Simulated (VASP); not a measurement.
**KYC: single point with PBE**

KYC, a sheet with vacuum:

```xyz
3
Lattice="3.8180 0.0000 0.0000 -1.9090 3.3065 0.0000 0.0000 0.0000 30.4862" Properties=species:S:1:pos:R:3 pbc="T T T"
K     0.0000    0.0000    7.1568
Y     0.0000    0.0000   10.2543
C     0.0000    2.2043    9.4705
```

The cell was built by a generator and needn't be a form met in nature.

The cell isn't the ideal one: species swapped into a sheet of the TeWSe type.

| Item | Value |
| --- | --- |
| Program | VASP 6.6.1 |
| Task | single point |
| Functional | PBE |
| Potentials or basis | VASP PAW PBE potentials, release 64 (K_sv, Y_sv, C) |
| Cutoff | 520 eV |
| k mesh | 12 × 12 × 1 |
| Occupations | gaussian, width 0.1 eV |
| Spin | no spin polarisation |

| Property | Result |
| --- | --- |
| Largest force | 0.061 eV/Å |
| Band gap on the k mesh | none (metal or under the smearing width) |

Forces in eV/Å, atoms in the order of the input:
```
K    0.000  0.000  0.032
Y    0.000  0.000  0.030
C    0.000  0.000 -0.061
```

Levels at points of the mesh, in eV from the Fermi level:
```csv
k point,band 10,band 11,band 12,band 13,band 14,band 15
"(0.00, 0.00, 0.00)",-1.90,-0.77,-0.77,-0.57,0.13,1.76
"(0.50, 0.00, 0.00)",-1.73,-0.28,0.07,1.44,2.06,2.42
```

It took 6.4 min on 1 thread of Intel(R) Xeon(R) Platinum 8488C (Sapphire Rapids) (shared host), peak memory 0.57 GiB.
